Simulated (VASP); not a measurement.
Input of a VASP 6.6.1 run:

Contents of INCAR:

```
SYSTEM = MnPt
  PREC = Accurate
  ENCUT = 600
  EDIFF = 1E-6
  ISMEAR = 1
  SIGMA = 0.1
  LREAL = .FALSE.
  LASPH = .TRUE.
  NELM = 150
  ALGO = Normal
  ISIF = 3
  LWAVE = .FALSE.
  LCHARG = .FALSE.
  ISPIN = 2
  MAGMOM = 4 0
  LORBIT = 11
  LMAXMIX = 4
  IBRION = 2
  NSW = 90
  EDIFFG = -0.01
  AMIX = 0.2
  BMIX = 1E-4
  AMIX_MAG = 0.8
  BMIX_MAG = 1E-4
```

Contents of KPOINTS:

```
Automatic mesh
0
G
  14 14 10
  0 0 0
```

POSCAR

```
MnPt
1.0
    2.8300000000      0.0000000000      0.0000000000
    0.0000000000      2.8300000000      0.0000000000
    0.0000000000      0.0000000000      3.6600000000
Mn Pt
1 1
Direct
    0.0000000000      0.0000000000      0.0000000000
    0.5000000000      0.5000000000      0.5000000000
```

Potentials or basis: VASP PAW LDA potentials, release 64 (Mn_pv, Pt).

Command:

```console
$ cat potpaw_LDA.64/Mn_pv/POTCAR potpaw_LDA.64/Pt/POTCAR > POTCAR
$ mpirun -np 1 vasp_std > vasp.out
```

Q: What does it give for the site moments?

A: Mn +1.70; Pt +0.06 μB.

Q: Estimate the relaxed volume.

A: 12.76 Å³/atom.

Q: Predict the space group after relaxing (to 0.05 Å).

A: P4/mmm (No. 123).

Step by step:
```csv
step,energy change (eV),largest force (eV/Å),pressure (GPa),volume (Å³)
1,0.0000,0.0000,-11.39,29.31
2,-0.0635,0.0000,6.97,25.11
3,-0.0878,0.0000,1.60,26.64
4,-0.0897,0.0000,-0.17,26.97
5,-0.0936,0.0000,-0.42,26.87
6,-0.1303,0.0000,-8.27,26.54
7,-0.1619,0.0000,-3.21,25.83
8,-0.1666,0.0000,-3.96,26.04
9,-0.1673,0.0000,-3.59,25.97
10,-0.1679,0.0000,-3.19,25.86
11,-0.1689,0.0000,-2.93,25.83
12,-0.1716,0.0000,-2.12,25.72
13,-0.1743,0.0000,-0.10,25.50
14,-0.1743,0.0000,0.46,25.45
15,-0.1743,0.0000,0.39,25.46
16,-0.1744,0.0000,0.31,25.47
17,-0.1746,0.0000,0.05,25.50
18,-0.1746,0.0000,-0.07,25.51
19,-0.1746,0.0000,-0.11,25.51
20,-0.1746,0.0000,-0.12,25.51
21,-0.1746,0.0000,-0.09,25.51
```

Caveat: the volume moved by -13 % from the deposited cell, more than functionals usually miss. Spin-orbit coupling is left out, which matters for the levels of Pt.
